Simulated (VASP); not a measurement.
# Be2Al (P6/mmm) in VASP: equation of state

How stiff is Be2Al in PBE, and what volume does it want? The cell is scaled to several volumes.

All numbers are computed with VASP 6.6.1; they aren't measurements. Logs are shortened: lines on timing, memory, paths and dates and some standing lists are left out, and cuts for length are marked.

## 1. The structure

The structure is hexagonal, space group P6/mmm (No. 191). The conventional cell has a = 3.651 Å, b = 3.651 Å, c = 2.719 Å, α = 90.00°, β = 90.00°, γ = 120.00°. Be (site symmetry -6m2) has 3 Be at 2.11 Å as nearest neighbours. Around Al (site symmetry 6/mmm) lie 12 Be at 2.51 Å and 2 Al at 2.72 Å.

The cell was built by a generator and needn't be a form met in nature.

## 2. Equation of state, PBE, 9.84 Å³/atom (volume scaled by 0.94)

INCAR

```
  PREC = Accurate
  ENCUT = 520
  EDIFF = 1E-7
  ISMEAR = -1
  SIGMA = 0.05
  LREAL = False
  LASPH = True
  NELM = 80
  ALGO = Normal
  ISIF = 2
  LWAVE = False
  LCHARG = False
  GGA = PE
  NBANDS = 10
```

KPOINTS

```
Automatic mesh
0
Gamma
  8 8 10
```

POSCAR

```
Be2Al
1.0
    3.5769586760      0.0000000000      0.0000000000
   -1.7884793380      3.0977353557      0.0000000000
    0.0000000000      0.0000000000      2.6636709551
Be Al
2 1
Direct
    0.3333300000      0.6666700000      0.5000000000
    0.6666700000      0.3333300000      0.5000000000
    0.0000000000      0.0000000000      0.0000000000
```

Potentials or basis: VASP PAW PBE potentials, release 64 (Be, Al).

Started as:

```console
$ cat potpaw_PBE.64/Be/POTCAR potpaw_PBE.64/Al/POTCAR > POTCAR
$ mpirun -np 1 vasp_std > vasp.out
```

OUTCAR:

```text
PREC = Accurate
   ENCUT = 520
   EDIFF = 1E-7
   ISMEAR = -1
   LREAL = False
   LASPH = True
   NELM = 80
   ISIF = 2
   GGA = PE

 Found    126 irreducible k-points:

 Following reciprocal coordinates:
            Coordinates               Weight
  0.000000  0.000000  0.000000      1.000000
  0.125000  0.000000  0.000000      4.000000
 -0.125000  0.125000  0.000000      2.000000
  0.250000  0.000000  0.000000      4.000000
 -0.250000  0.250000  0.000000      2.000000
  0.375000  0.000000  0.000000      4.000000
   k-points           NKPTS =    126   k-points in BZ     NKDIM =    126   number of bands    NBANDS=     10
   number of dos      NEDOS =    301   number of ions     NIONS =      3
   total plane-waves  NPLWV =  15680
   dimension x,y,z NGX =    28 NGY =   28 NGZ =   20
   dimension x,y,z NGXF=    56 NGYF=   56 NGZF=   40
   ions per type =               2   1
   NGX,Y,Z   is equivalent  to a cutoff of  13.01, 13.01, 12.48 a.u.
   NGXF,Y,Z  is equivalent  to a cutoff of  26.03, 26.03, 24.96 a.u.
 SYSTEM =  unknown system
   PREC   = accura    normal or accurate (medium, high low for compatibility)
   ISTART =      0    job   : 0-new  1-cont  2-samecut
   ICHARG =      2    charge: 1-file 2-atom 10-const
   ISPIN  =      1    spin polarized calculation?
   LNONCOLLINEAR =      F non collinear calculations
   LSORBIT =      F    spin-orbit coupling
   LASPH  =      T    aspherical Exc in radial PAW
   ENCUT  =  520.0 eV  38.22 Ry    6.18 a.u.   6.65  6.65  4.95*2*pi/ulx,y,z
   NELM   =     80;   NELMIN=  2; NELMDL= -5     # of ELM steps
   EDIFF  = 0.1E-06   stopping-criterion for ELM
   LREAL  =      F    real-space projection
   EDIFFG = 0.1E-05   stopping-criterion for IOM
   NSW    =      0    number of steps for IOM
   IBRION =     -1    ionic relax: 0-MD 1-quasi-New 2-CG
   NFREE  =      0    steps in history (QN), initial steepest desc. (CG)
   ISIF   =      2    stress and relaxation
   ISYM   =      2    0-nonsym 1-usesym 2-fastsym
   POTIM  = 0.5000    time-step for ionic-motion
   TEBEG  =    0.0;   TEEND  =   0.0 temperature during run
   PSTRESS=    0.0 pullay stress
   NELECT =       7.0000    total number of electrons
   NUPDOWN=      -1.0000    fix difference up-down
   EMIN   =  10.00;   EMAX   =-10.00  energy-range for DOS
   EFERMI =   0.00;   METHOD = LEGACY
   ISMEAR =    -1;   SIGMA  =   0.05  broadening in eV -4-tet -1-fermi 0-gaus
   EFERMI_NEDOS =   21; number of points for ismear=-14 and -15
   IALGO  =     38    algorithm
   IMIX   =      4    mixing-type and parameters
     AMIX     =   0.40;   BMIX     =  1.00
     AMIX_MAG =   1.60;   BMIX_MAG =  1.00
  volume/ion in A,a.u.               =       9.84        66.39
  Fermi-wavevector in a.u.,A,eV,Ry     =   1.013354  1.914962 13.971640  1.026887
  Thomas-Fermi vector in A             =   2.146518
   LORBIT       =      0    0 simple, 1 ext, 2 COOP (PROOUT), +10 PAW based schemes
   GGA     = PE    functional components
   LHFCALC =     F    Hartree Fock is set to
   AEXX    =    0.0000 exact exchange contribution
   IVDW    =     0    specifies the selected vdW correction
   LEPSILON=     F    determine dielectric tensor
   LRPA    =     F    only Hartree local field effects (RPA)
 non-spin polarized calculation
  energy-cutoff  :      520.00
  volume of cell :       29.51
 maximum number of plane-waves:       820
   NGX = 13   NGY = 13   NGZ =  9

 number of electron       7.0000000 magnetization

 Free energy of the ion-electron system (eV)
  ---------------------------------------------------
  ext. energy  EPLUGINS =         0.00000000
  ---------------------------------------------------
  free energy    TOTEN  =       -10.43229700 eV

  energy without entropy =      -10.42442049  energy(sigma->0) =      -10.42835875

 E-fermi :   8.2122     XC(G=0): -10.7201

 val. band max:        8.1826322939   @ k =   0.5000   0.3750   0.3000
 cond. band min:       8.2181458428   @ k =   0.3750   0.0000   0.4000
 fundamental gap:      0.0355135489
 Fermi energy:         8.2121599734

 k-point     1 :       0.0000    0.0000    0.0000
  band No.  band energies     occupation
      1      -3.4720      2.00000
      2       7.8656      1.99805
      3       7.8658      1.99804
      4       9.0439      0.00000
      5       9.0441      0.00000
      6      12.4763      0.00000
      7      12.7799      0.00000
      8      14.6420      0.00000
      9      19.2083      0.00000
     10      22.6110      0.00000

 k-point     2 :       0.1250    0.0000    0.0000
  band No.  band energies     occupation
      1      -3.2686      2.00000
      2       6.1567      2.00000
      3       6.7640      2.00000
      4       9.3644      0.00000
      5      10.5922      0.00000
      6      12.9864      0.00000
      7      13.7844      0.00000
      8      15.3146      0.00000
      9      19.3182      0.00000
     10      21.9631      0.00000

 k-point     3 :      -0.1250    0.1250    0.0000
  band No.  band energies     occupation
      1      -3.2686      2.00000
      2       6.1567      2.00000
      3       6.7640      2.00000
      4       9.3644      0.00000
      5      10.5923      0.00000
      6      12.9864      0.00000
      7      13.7844      0.00000
      8      15.3146      0.00000
      9      19.3182      0.00000
     10      21.9632      0.00000

 k-point     4 :       0.2500    0.0000    0.0000
  band No.  band energies     occupation
      1      -2.6630      2.00000
      2       3.8180      2.00000
      3       5.6648      2.00000
      4       9.1427      0.00000
      5      13.0197      0.00000
      6      13.5985      0.00000
      7      15.7932      0.00000
      8      17.4515      0.00000
      9      19.6756      0.00000
     10      20.2441      0.00000

 k-point     5 :      -0.2500    0.2500    0.0000
  band No.  band energies     occupation
      1      -2.6630      2.00000
      2       3.8180      2.00000
      3       5.6648      2.00000
      4       9.1427      0.00000
      5      13.0197      0.00000
      6      13.5984      0.00000
      7      15.7932      0.00000
      8      17.4516      0.00000
      9      19.6756      0.00000
     10      20.2442      0.00000

 k-point     6 :       0.3750    0.0000    0.0000
  band No.  band energies     occupation
      1      -1.6822      2.00000
      2       1.7245      2.00000
      3       4.9911      2.00000
      4       8.8667      0.00000
      5      14.5683      0.00000
      6      15.8431      0.00000
      7      17.6769      0.00000
      8      18.2844      0.00000
      9      19.2485      0.00000
     10      20.4667      0.00000

 [... further k-points ...]

------------------------ aborting loop because EDIFF is reached ----------------------------------------

  FORCE on cell =-STRESS in cart. coord.  units (eV):
  Direction    XX          YY          ZZ          XY          YZ          ZX
  --------------------------------------------------------------------------------------
  -------------------------------------------------------------------------------------
  Total        2.6338215      2.6339176      2.3763756      0.0000858      0.0000000      0.0000000
  in kB      142.9743449    142.9795619    128.9991539      0.0046561      0.0000000      0.0000000
  external PRESSURE =     138.3176869 kB  Pullay stress =       0.0000000 kB

 VOLUME and BASIS-vectors are now :
 -----------------------------------------------------------------------------
  energy-cutoff  :      520.00
  volume of cell :       29.51
      direct lattice vectors                 reciprocal lattice vectors
     3.576958676  0.000000000  0.000000000     0.279567110  0.161408236  0.000000000
    -1.788479338  3.097735356  0.000000000     0.000000000  0.322816472  0.000000000
     0.000000000  0.000000000  2.663670955     0.000000000  0.000000000  0.375421746

 POSITION                                       TOTAL-FORCE (eV/Angst)
 -----------------------------------------------------------------------------------
     -0.00002      2.06517      1.33184         0.000310     -0.000179      0.000000
      1.78850      1.03257      1.33184        -0.000310      0.000179      0.000000
      0.00000      0.00000      0.00000        -0.000000      0.000000      0.000000
 -----------------------------------------------------------------------------------
    total drift:                               -0.000000     -0.000000      0.000000

  FREE ENERGIE OF THE ION-ELECTRON SYSTEM (eV)
  ---------------------------------------------------
  free  energy   TOTEN  =       -10.4322969959 eV

  energy  without entropy=      -10.4244204946  energy(sigma->0) =      -10.42835875
```

OSZICAR:

```text
N       E                     dE             d eps       ncg     rms          rms(c)
DAV:   1     0.114902733151E+01    0.11490E+01   -0.25462E+03  2528   0.498E+02
DAV:   2    -0.106180326252E+02   -0.11767E+02   -0.11247E+02  3472   0.845E+01
DAV:   3    -0.109090082195E+02   -0.29098E+00   -0.28516E+00  3386   0.105E+01
DAV:   4    -0.109107782238E+02   -0.17700E-02   -0.17693E-02  3294   0.993E-01
DAV:   5    -0.109108007840E+02   -0.22560E-04   -0.22560E-04  3198   0.924E-02    0.320E+00
DAV:   6    -0.105282865465E+02    0.38251E+00   -0.44682E-01  2974   0.320E+00    0.151E+00
DAV:   7    -0.104349259342E+02    0.93361E-01   -0.24645E-01  3242   0.228E+00    0.335E-01
DAV:   8    -0.104323494270E+02    0.25765E-02   -0.50952E-03  2974   0.468E-01    0.124E-01
DAV:   9    -0.104323012316E+02    0.48195E-04   -0.20357E-04  3180   0.926E-02    0.336E-02
DAV:  10    -0.104322969880E+02    0.42436E-05   -0.17255E-05  3128   0.194E-02    0.554E-03
DAV:  11    -0.104322969959E+02   -0.78773E-08   -0.29486E-07  3222   0.384E-03
   1 F= -.10432297E+02 E0= -.10428359E+02  d E =-.787650E-02
```

Wall time 28 s (1 thread of Intel Xeon Platinum 8259CL at 2.50GHz (Skylake/Cascade Lake), shared host); peak memory 0.16 GiB.

What came out:

- Free energy: -10.4323 eV
- Pressure: 13.8 GPa
- Band gap on the k mesh: none (metal or under the smearing width)

[end of part 1 of 2]
